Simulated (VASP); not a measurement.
# BiSbS4 (I4_1/a) in VASP: relaxation of cell and atoms with PBE

Aim: the relaxation of cell and atoms of BiSbS4 with PBE.

Everything below comes from runs of VASP 6.6.1. Logs are shortened: lines on timing, memory, paths and dates and some standing lists are left out, and cuts for length are marked.

### 1 The crystal as given

It takes space group I4_1/a (No. 88, tetragonal). Conventional cell: a = 6.388 Å, b = 6.388 Å, c = 14.870 Å, α = 90.00°, β = 90.00°, γ = 90.00°. Around Sb (site symmetry -4) lie 4 S at 2.41 Å. Bi (site symmetry -4) has 8 S at 2.85 to 3.09 Å as nearest neighbours. S (site symmetry 1) has 1 Sb at 2.41 Å as nearest neighbours.

The cell was built by a generator and needn't be a form met in nature.

### 2 Relaxation of cell and atoms, PBE

The input, INCAR:

```
SYSTEM = BiSbS4
PREC     = Accurate       ! precision mode
ENCUT    = 520            ! plane-wave cutoff, eV
EDIFF    = 1E-6           ! SCF threshold, eV
ISMEAR   = 0              ! smearing method
SIGMA    = 0.1            ! smearing width, eV
LREAL    = .FALSE.        ! projectors in reciprocal space
LASPH    = .TRUE.         ! aspherical terms in the spheres
NELM     = 120            ! most SCF steps
ALGO     = Normal         ! electronic algorithm
ISIF     = 3              ! what is computed and relaxed
LWAVE    = .FALSE.        ! write WAVECAR
LCHARG   = .FALSE.        ! write CHGCAR
GGA      = PE             ! functional
IBRION   = 2              ! ionic algorithm
NSW      = 90             ! ionic steps
EDIFFG   = -0.01          ! ionic threshold
KPAR     = 8
```

The input, KPOINTS:

```
regular mesh
0
G
  7 7 7
  0 0 0
```

The input, POSCAR:

```
BiSbS4
1.0
   -3.1940000000      3.1940000000      7.4350000000
    3.1940000000     -3.1940000000      7.4350000000
    3.1940000000      3.1940000000     -7.4350000000
Sb Bi S
2 2 8
Direct
    0.0000000000      0.0000000000      0.0000000000
    0.7500000000      0.2500000000      0.5000000000
    0.2500000000      0.7500000000      0.5000000000
    0.5000000000      0.5000000000      0.0000000000
    0.6514674100      0.0951453700      0.9207553500
    0.1743900200      0.7307120600      0.0792446500
    0.9048546300      0.8256099800      0.5563220400
    0.2692879400      0.3485325900      0.4436779600
    0.5756099800      0.5192879400      0.4207553500
    0.8451453700      0.4243900200      0.9436779600
    0.0985325900      0.1548546300      0.5792446500
    0.4807120600      0.9014674100      0.0563220400
```

Potentials or basis: VASP PAW PBE potentials, release 64 (Sb, Bi_d, S).

Command:

```sh
> cat potpaw_PBE.64/Sb/POTCAR potpaw_PBE.64/Bi_d/POTCAR potpaw_PBE.64/S/POTCAR > POTCAR
> mpirun -np 8 vasp_std > vasp.out
```

OUTCAR:

```text
SYSTEM = BiSbS4
   PREC = Accurate
   ENCUT = 520
   EDIFF = 1E-6
   ISMEAR = 0
   LREAL = .FALSE.
   LASPH = .TRUE.
   NELM = 120
   ISIF = 3
   GGA = PE
   IBRION = 2
   NSW = 90
   EDIFFG = -0.01

 ion  position               nearest neighbor table
   1  0.000  0.000  0.000-   8 2.41   6 2.41   5 2.41   7 2.41
   2  0.750  0.250  0.500-  12 2.41  11 2.41   9 2.41  10 2.41
   3  0.250  0.750  0.500-  12 2.85  10 2.85  11 2.85   9 2.85   7 3.09   6 3.09   5 3.09   8 3.09

   4  0.500  0.500  0.000-   8 2.85   7 2.85   6 2.85   5 2.85  10 3.09   9 3.09  11 3.09  12 3.09

   5  0.651  0.095  0.921-   1 2.41   4 2.85   3 3.09
   6  0.174  0.731  0.079-   1 2.41   4 2.85   3 3.09
   7  0.905  0.826  0.556-   1 2.41   4 2.85   3 3.09
   8  0.269  0.349  0.444-   1 2.41   4 2.85   3 3.09
   9  0.576  0.519  0.421-   2 2.41   3 2.85   4 3.09
  10  0.845  0.424  0.944-   2 2.41   3 2.85   4 3.09
  11  0.099  0.155  0.579-   2 2.41   3 2.85   4 3.09
  12  0.481  0.901  0.056-   2 2.41   3 2.85   4 3.09

  LATTYP: Found a body centered tetragonal cell.
 ALAT       =     6.3880000000
 C/A-ratio  =     2.3278021290

  Lattice vectors:

 A1 = (  -3.1940000000,   3.1940000000,   7.4350000000)
 A2 = (   3.1940000000,  -3.1940000000,   7.4350000000)
 A3 = (   3.1940000000,   3.1940000000,  -7.4350000000)

Analysis of symmetry for initial positions (statically):
=====================================================================
 Subroutine PRICEL returns:
 Original cell was already a primitive cell.

 Routine SETGRP: Setting up the symmetry group for a
 body centered tetragonal supercell.

 Subroutine GETGRP returns: Found  8 space group operations
 (whereof  4 operations were pure point group operations)
 out of a pool of 16 trial point group operations.

The static configuration has the point symmetry S_4 .
 The point group associated with its full space group is C_4h.

Analysis of symmetry for dynamics (positions and initial velocities):
=====================================================================
 Subroutine PRICEL returns:
 Original cell was already a primitive cell.

 Routine SETGRP: Setting up the symmetry group for a
 body centered tetragonal supercell.

 Subroutine GETGRP returns: Found  8 space group operations
 (whereof  4 operations were pure point group operations)
 out of a pool of 16 trial point group operations.

The dynamic configuration has the point symmetry S_4 .
 The point group associated with its full space group is C_4h.

 Subroutine INISYM returns: Found  8 space group operations
 (whereof  4 operations are pure point group operations),
 and found     1 'primitive' translations

----------------------------------------------------------------------------------------

                                     Primitive cell

  volume of cell :     303.3967

  direct lattice vectors                    reciprocal lattice vectors
    -3.194000000  3.194000000  7.435000000     0.000000000  0.156543519  0.067249496
     3.194000000 -3.194000000  7.435000000     0.156543519  0.000000000  0.067249496
     3.194000000  3.194000000 -7.435000000     0.156543519  0.156543519  0.000000000

  length of vectors
     8.699568782  8.699568782  8.699568782     0.170377135  0.170377135  0.221385968

  position of ions in fractional coordinates (direct lattice)
     0.000000000  0.000000000  0.000000000
     0.750000000  0.250000000  0.500000000
     0.250000000  0.750000000  0.500000000
     0.500000000  0.500000000  0.000000000
     0.651467410  0.095145370  0.920755350
     0.174390020  0.730712060  0.079244650
     0.904854630  0.825609980  0.556322040
     0.269287940  0.348532590  0.443677960
     0.575609980  0.519287940  0.420755350
     0.845145370  0.424390020  0.943677960
     0.098532590  0.154854630  0.579244650
     0.480712060  0.901467410  0.056322040

  ion indices of the primitive-cell ions
   primitive index   ion index
                 1           1
                 2           2
                 3           3
                 4           4
                 5           5
                 6           6
                 7           7
[... 25 lines left out ...]
     0.000000000  0.000000000  0.000000000

 Subroutine IBZKPT returns following result:
 ===========================================

 Found     52 irreducible k-points:

 Following reciprocal coordinates:
            Coordinates               Weight
  0.000000  0.000000  0.000000      1.000000
  0.142857 -0.000000  0.000000      8.000000
  0.285714 -0.000000  0.000000      8.000000
  0.428571  0.000000 -0.000000      8.000000
  0.142857  0.142857  0.000000      8.000000
  0.285714  0.142857  0.000000      8.000000
[... 16 lines left out ...]
  0.142857  0.142857  0.142857      8.000000
  0.285714  0.142857  0.142857      8.000000
 [... further k-points ...]
   k-points           NKPTS =     52   k-points in BZ     NKDIM =     52   number of bands    NBANDS=     52
   number of dos      NEDOS =    301   number of ions     NIONS =     12
   total plane-waves  NPLWV = 343000
   dimension x,y,z NGX =    70 NGY =   70 NGZ =   70
   dimension x,y,z NGXF=   140 NGYF=  140 NGZF=  140
   ions per type =               2   2   8
   NGX,Y,Z   is equivalent  to a cutoff of  13.38, 13.38, 13.38 a.u.
   NGXF,Y,Z  is equivalent  to a cutoff of  26.75, 26.75, 26.75 a.u.
 SYSTEM =  BiSbS4
   PREC   = accura    normal or accurate (medium, high low for compatibility)
   ISTART =      0    job   : 0-new  1-cont  2-samecut
   ICHARG =      2    charge: 1-file 2-atom 10-const
   ISPIN  =      1    spin polarized calculation?
   LNONCOLLINEAR =      F non collinear calculations
   LSORBIT =      F    spin-orbit coupling
   LASPH  =      T    aspherical Exc in radial PAW
   ENCUT  =  520.0 eV  38.22 Ry    6.18 a.u.  16.18 16.18 16.18*2*pi/ulx,y,z
   NELM   =    120;   NELMIN=  2; NELMDL= -5     # of ELM steps
   EDIFF  = 0.1E-05   stopping-criterion for ELM
   LREAL  =      F    real-space projection
   EDIFFG = -.1E-01   stopping-criterion for IOM
   NSW    =     90    number of steps for IOM
   IBRION =      2    ionic relax: 0-MD 1-quasi-New 2-CG
   NFREE  =      1    steps in history (QN), initial steepest desc. (CG)
   ISIF   =      3    stress and relaxation
   ISYM   =      2    0-nonsym 1-usesym 2-fastsym
   POTIM  = 0.5000    time-step for ionic-motion
   TEBEG  =    0.0;   TEEND  =   0.0 temperature during run
   PSTRESS=    0.0 pullay stress
   NELECT =      88.0000    total number of electrons
   NUPDOWN=      -1.0000    fix difference up-down
   EMIN   =  10.00;   EMAX   =-10.00  energy-range for DOS
   EFERMI =   0.00;   METHOD = LEGACY
   ISMEAR =     0;   SIGMA  =   0.10  broadening in eV -4-tet -1-fermi 0-gaus
   EFERMI_NEDOS =   21; number of points for ismear=-14 and -15
   IALGO  =     38    algorithm
   IMIX   =      4    mixing-type and parameters
     AMIX     =   0.40;   BMIX     =  1.00
     AMIX_MAG =   1.60;   BMIX_MAG =  1.00
  volume/ion in A,a.u.               =      25.28       170.62
  Fermi-wavevector in a.u.,A,eV,Ry     =   1.083674  2.047848 15.978003  1.174350
  Thomas-Fermi vector in A             =   2.219746
   LORBIT       =      0    0 simple, 1 ext, 2 COOP (PROOUT), +10 PAW based schemes
   GGA     = PE    functional components
   LHFCALC =     F    Hartree Fock is set to
   AEXX    =    0.0000 exact exchange contribution
   IVDW    =     0    specifies the selected vdW correction
   LEPSILON=     F    determine dielectric tensor
   LRPA    =     F    only Hartree local field effects (RPA)
 conjugate gradient relaxation of ions
 non-spin polarized calculation
 Gauss-broadening in eV      SIGMA  =   0.10
  energy-cutoff  :      520.00
  volume of cell :      303.40
 maximum number of plane-waves:      8196
 NGX is ok and might be reduce to    70
   NGX = 33   NGY = 33   NGZ = 33

--------------------------------------- Ionic step        1  -------------------------------------------

 number of electron      88.0000002 magnetization

 Free energy of the ion-electron system (eV)
  ---------------------------------------------------
  ext. energy  EPLUGINS =         0.00000000
  ---------------------------------------------------
  free energy    TOTEN  =       -49.46386557 eV

  energy without entropy =      -49.46379468  energy(sigma->0) =      -49.46383012

------------------------ aborting loop because EDIFF is reached ----------------------------------------

  FORCE on cell =-STRESS in cart. coord.  units (eV):
  Direction    XX          YY          ZZ          XY          YZ          ZX
  --------------------------------------------------------------------------------------
  -------------------------------------------------------------------------------------
  Total       -0.7611530     -0.7611530     -0.8394114      0.0000002      0.0000000      0.0000000
  in kB       -4.0194974     -4.0194974     -4.4327645      0.0000012      0.0000000      0.0000000
  external PRESSURE =      -4.1572531 kB  Pullay stress =       0.0000000 kB
[... 119 lines left out ...]
  FREE ENERGIE OF THE ION-ELECTRON SYSTEM (eV)
  ---------------------------------------------------
  free  energy   TOTEN  =       -49.4675502356 eV

  energy  without entropy=      -49.4674998591  energy(sigma->0) =      -49.46752505

[... ionic steps 4 to 9 ...]

--------------------------------------- Ionic step       10  -------------------------------------------

 number of electron      87.9999995 magnetization

------------------------ aborting loop because EDIFF is reached ----------------------------------------
[... 87 lines left out ...]
--------------------------------------- Ionic step       12  -------------------------------------------

 number of electron      87.9999996 magnetization

 Free energy of the ion-electron system (eV)
  ---------------------------------------------------
  ext. energy  EPLUGINS =         0.00000000
  ---------------------------------------------------
  free energy    TOTEN  =       -49.47436226 eV

  energy without entropy =      -49.47427153  energy(sigma->0) =      -49.47431689

 E-fermi :   4.8675     XC(G=0):  -9.3536

 val. band max:        4.6547930859   @ k =   0.0000   0.0000   0.0000
 cond. band min:       5.0551407017   @ k =  -0.2857   0.4286   0.1429
 fundamental gap:      0.4003476158
 Fermi energy:         4.8675095844

 k-point     1 :       0.0000    0.0000    0.0000
  band No.  band energies     occupation
      1     -18.4203      2.00000
      2     -18.4203      2.00000
      3     -18.4170      2.00000
      4     -18.4170      2.00000
      5     -18.4132      2.00000
      6     -18.4123      2.00000
[... 1309 lines left out ...]
     51       7.7455      0.00000
     52       7.8920      0.00000

 [... further k-points ...]

------------------------ aborting loop because EDIFF is reached ----------------------------------------

  FORCE on cell =-STRESS in cart. coord.  units (eV):
  Direction    XX          YY          ZZ          XY          YZ          ZX
  --------------------------------------------------------------------------------------
  -------------------------------------------------------------------------------------
  Total       -0.1137143     -0.1137143     -0.0756082      0.0000003     -0.0000000      0.0000000
  in kB       -0.6072603     -0.6072603     -0.4037652      0.0000014     -0.0000000      0.0000000
  external PRESSURE =      -0.5394286 kB  Pullay stress =       0.0000000 kB
[... 27 lines left out ...]
  FREE ENERGIE OF THE ION-ELECTRON SYSTEM (eV)
  ---------------------------------------------------
  free  energy   TOTEN  =       -49.4743622575 eV

  energy  without entropy=      -49.4742715273  energy(sigma->0) =      -49.47431689

 reached required accuracy - stopping structural energy minimisation
```

Run time: 42 min. Hardware: 8 MPI ranks of Intel Xeon Platinum 8488C (Sapphire Rapids), shared host; peak memory 1.2 GiB.

What came out:

```
Free energy                            : -49.4744 eV
Relaxed volume                         : 25.00 Å³/atom
Relaxed cell                           : a = 8.632 Å, b = 8.632 Å, c = 8.632 Å, α = 136.58°, β = 136.58°, γ = 63.08°
Space group after relaxing (to 0.05 Å) : I4_1/a (No. 88)
Energy gained by relaxing              : 0.9 meV/atom
Ionic steps                            : 12
Pressure after relaxing                : -0.1 GPa
Largest force after relaxing           : 0.009 eV/Å
Band gap on the k mesh                 : 0.40 eV, indirect (least direct gap 0.73 eV)
```

Forces on the atoms (eV/Å):
```
Sb   0.000  0.000  0.000
Sb   0.000  0.000  0.000
Bi   0.000  0.000  0.000
Bi   0.000  0.000  0.000
S    0.006  0.004  0.006
S   -0.006 -0.004  0.006
S    0.004 -0.006 -0.006
S   -0.004  0.006 -0.006
S    0.006  0.004 -0.006
S   -0.004  0.006  0.006
S   -0.006 -0.004 -0.006
S    0.004 -0.006  0.006
```

Step by step:
```csv
step,energy change (eV),largest force (eV/Å),pressure (GPa),volume (Å³)
1,0.0000,0.0508,-0.42,303.40
2,-0.0036,0.0761,0.17,300.53
3,-0.0037,0.0720,0.08,300.93
4,-0.0057,0.0511,0.06,300.67
5,-0.0077,0.0493,0.01,300.03
6,-0.0090,0.0353,0.01,299.92
7,-0.0102,0.0151,0.02,299.72
8,-0.0103,0.0118,0.02,299.64
9,-0.0103,0.0117,0.02,299.65
10,-0.0104,0.0107,-0.04,299.96
11,-0.0104,0.0113,-0.05,300.04
12,-0.0105,0.0094,-0.05,300.02
```

Final structure:
```yaml
crystal:
  lattice:
    - [-3.19301, 3.19301, 7.35681]
    - [3.19301, -3.19301, 7.35681]
    - [3.19301, 3.19301, -7.35681]
  atoms:
    - { symbol: Sb, position: [0.00000, 0.00000, 0.00000] }
    - { symbol: Sb, position: [0.75000, 0.25000, 0.50000] }
    - { symbol: Bi, position: [0.25000, 0.75000, 0.50000] }
    - { symbol: Bi, position: [0.50000, 0.50000, 0.00000] }
    - { symbol: S, position: [0.65153, 0.09544, 0.92423] }
    - { symbol: S, position: [0.17121, 0.72731, 0.07577] }
    - { symbol: S, position: [0.90456, 0.82879, 0.55609] }
    - { symbol: S, position: [0.27269, 0.34847, 0.44391] }
    - { symbol: S, position: [0.57879, 0.52269, 0.42423] }
    - { symbol: S, position: [0.84544, 0.42121, 0.94391] }
    - { symbol: S, position: [0.09847, 0.15456, 0.57577] }
    - { symbol: S, position: [0.47731, 0.90153, 0.05609] }
```

Caveat: spin-orbit coupling is left out, which as a rule narrows the gap of such compounds by several tenths of an eV; an odd mesh through Γ misses points on the zone boundary, where band edges often lie. Expect the measured gap to be larger: semilocal functionals such as PBE lack the derivative discontinuity.
